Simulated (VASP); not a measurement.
An input for Quantum ESPRESSO's pw.x (written as the equivalent of a VASP run, and not itself run):

```
&CONTROL
  calculation = 'scf'
  pseudo_dir = './pseudo'
  outdir = './out'
  tprnfor = .true.
  tstress = .true.
/
&SYSTEM
  ibrav = 0
  nat = 3
  ntyp = 2
  ecutwfc = 86
  occupations = 'smearing'
  smearing = 'gaussian'
  degauss = 0.009996
  input_dft = 'pbe'
/
&ELECTRONS
  conv_thr = 7.3e-08
  electron_maxstep = 100
/
ATOMIC_SPECIES
  Pt 195.084 Pt.upf
  Se 78.971 Se.upf
CELL_PARAMETERS angstrom
     3.6192560    0.0000000    0.0000000
    -1.8096280    3.1343680    0.0000000
     0.0000000    0.0000000   16.9820380
ATOMIC_POSITIONS crystal
  Pt   0.0000000  0.0000000  0.5000000
  Se   0.3333330  0.6666670  0.5878000
  Se   0.6666670  0.3333330  0.4122000
K_POINTS automatic
  9 9 1 0 0 0
```

### Question
Write the VASP files for the same calculation (PBE).

### Answer
Several could match; the one computed here: 
INCAR:
```
SYSTEM = PtSe2
PREC = Accurate
ENCUT = 300
EDIFF = 1E-6
NELM = 100
ALGO = Normal
LREAL = .FALSE.
LASPH = .TRUE.
ISMEAR = 0
SIGMA = 0.136
GGA = PE
LMAXMIX = 6
LWAVE = .FALSE.
LCHARG = .FALSE.
ISIF = 2
```

File KPOINTS:
```
Automatic
0
G
9 9 1
0 0 0
```

File POSCAR:
```
PtSe2
1
    3.6192560000     0.0000000000     0.0000000000
   -1.8096280000     3.1343680000     0.0000000000
    0.0000000000     0.0000000000    16.9820380000
Pt Se
1 2
Direct
  0.0000000000   0.0000000000   0.5000000000
  0.3333330000   0.6666670000   0.5878000000
  0.6666670000   0.3333330000   0.4122000000
```

POTCAR, in this order: Pt Se (PBE.64 set). Program: vasp_std.

The two are equivalent in intent, not identical: the potentials are each code's own (VASP's PAW set, PseudoDojo norm-conserving files in pw.x), so ENCUT and ecutwfc are chosen apart and not converted; conv_thr bounds pw.x's estimated SCF error, while EDIFF bounds the energy change between steps.

The cell is a sheet with vacuum, built from a generated structure.
